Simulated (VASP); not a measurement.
An input for Quantum ESPRESSO's pw.x (written as the equivalent of a VASP run, and not itself run):

```
&CONTROL
  calculation = 'vc-relax'
  pseudo_dir = './pseudo'
  outdir = './out'
  tprnfor = .true.
  tstress = .true.
  nstep = 60
  forc_conv_thr = 0.00039
/
&SYSTEM
  ibrav = 0
  nat = 2
  ntyp = 2
  ecutwfc = 84
  occupations = 'smearing'
  smearing = 'gaussian'
  degauss = 0.003675
  input_dft = 'revpbe'
/
&ELECTRONS
  conv_thr = 7.3e-08
  electron_maxstep = 100
/
&IONS
/
&CELL
/
ATOMIC_SPECIES
  K 39.098 K.upf
  F 18.998 F.upf
CELL_PARAMETERS angstrom
     0.0000000    2.7678477    2.7678477
     2.7678477   -0.0000000    2.7678477
     2.7678477    2.7678477    0.0000000
ATOMIC_POSITIONS crystal
  K    0.0000000  0.0000000  0.0000000
  F    0.5000000  0.5000000  0.5000000
K_POINTS automatic
  8 8 8 0 0 0
```

Translate this input to VASP (INCAR, KPOINTS, POSCAR, choice of POTCAR).

This is not unique; one that fits is 
INCAR:
```
# general
SYSTEM=KF
PREC  =Accurate
ENCUT =520
LREAL =F
LASPH =T   # aspherical one-centre terms

# electronic loop
EDIFF =1E-6   # SCF stop (eV)
NELM  =100   # most electronic steps
ALGO  =Normal   # blocked Davidson

# smearing
ISMEAR=0
SIGMA =0.05

# functional
GGA   =RE   # revPBE

# ions
IBRION=2   # conjugate gradients
NSW   =60
ISIF  =3   # ions, shape and volume
EDIFFG=-0.01

# output
LWAVE =F
LCHARG=F
```

**POSCAR**
```
KF
1.0
  0.0000000000   2.7678477026   2.7678477026
  2.7678477026   0.0000000000   2.7678477026
  2.7678477026   2.7678477026   0.0000000000
K F
1 1
Cartesian
  0.0000000000   0.0000000000   0.0000000000
  2.7678477026   2.7678477026   2.7678477026
```

KPOINTS:
```
kpoints
0
Gamma
8 8 8
0 0 0
```

POTCAR, in this order: K_sv F (PBE.64 set). Program: vasp_std.

What does not carry over: the potentials are each code's own (VASP's PAW set, PseudoDojo norm-conserving files in pw.x), so ENCUT and ecutwfc are chosen apart and not converted; conv_thr bounds pw.x's estimated SCF error, while EDIFF bounds the energy change between steps; forc_conv_thr acts on force components and is met together with etot_conv_thr.

The compound is KF in the rock salt structure. This run relaxes it. Symmetry was kept, so distortions that lower it aren't found. The start is the result of an earlier pass.
